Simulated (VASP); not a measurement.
Consider the following.

```xyz
4
Lattice="1.8430 1.0641 7.3824 -1.8430 1.0641 7.3824 0.0000 -2.1281 7.3824" Properties=species:S:1:pos:R:3 pbc="T T T"
K      0.0000     0.0000    11.0736
Zr     0.0000    -2.1281     7.3824
S      0.0000     0.0000    16.2643
S      0.0000     0.0000     5.8829
```

These are PBEsol GGA, VASP's PBE PAW potentials (set 64) (plane waves; VASP) values and carry that method's errors. Numerical set-up: 400 eV cut-off, 11×11×11 Γ-centred mesh, tetrahedra with Blöchl corrections, potentials K_sv Zr_sv S.

Question: What does the run give for the energy per atom (σ→0), band gap (on the k-mesh) with the smallest direct gap where there is one?

Answer: 
The band gap (on the k-mesh) is none (metal, semimetal or under 0.01 eV) and the energy per atom (σ→0) is -6.323 eV/atom.

The absolute energy has meaning only against runs of the same code, potentials and settings.

The structure comes from a computed database's KZrS2 entry (R-3m); how it stands against other phases isn't given here. It was relaxed first. The electron count is odd and the run is not spin-polarised, which forces a metal.
